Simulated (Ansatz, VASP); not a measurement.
# Ge4I in VASP and in Ansatz

```
Ge I
1.0
    -3.31449    3.31449    3.31449
     3.31449   -3.31449    3.31449
     3.31449    3.31449   -3.31449
Ge I
4 1
Direct
  0.00000 0.00000 0.50000
  0.00000 0.50000 0.00000
  0.50000 0.00000 0.00000
  0.50000 0.50000 0.50000
  0.00000 0.00000 0.00000
```

Change from the starting cell: species swapped into the CrGa4 type (Im-3m, No. 229).

Alike in both runs: functional PBE; k mesh 8 × 8 × 8; occupations gaussian, width 0.1 eV; no spin polarisation.

Ansatz relaxed the structure, and its values are those at the end. VASP's run is a single point on that final structure, the one shown.

|  | VASP | Ansatz |
| --- | --- | --- |
| version | VASP 6.6.1 | Ansatz 0.2.0 |
| potentials or method | VASP PAW PBE potentials, release 64 (Ge_d, I) | scalar-relativistic, plane waves, PAW |
| plane-wave cutoff (eV) | 520 | 420 |
| valence electrons in the cell | 63 | 73 |

|  | VASP | Ansatz | Ansatz less VASP |
| --- | --- | --- | --- |
| gap on the k mesh at the Fermi level (eV) | none | none | - |
| pressure (GPa) | -0.1 | 0.0 | +0.09 |

A gap of «none» marks a metal or a gap that the smearing closes. With one functional, cell and mesh, what is left measures potentials, basis and numerics. The two sets of potentials don't hold the same shells in valence.

Caveats: an odd number of electrons without spin polarisation forces a metal; a magnetic or distorted state may lie lower. Spin-orbit coupling is left out, which matters for the levels of I.
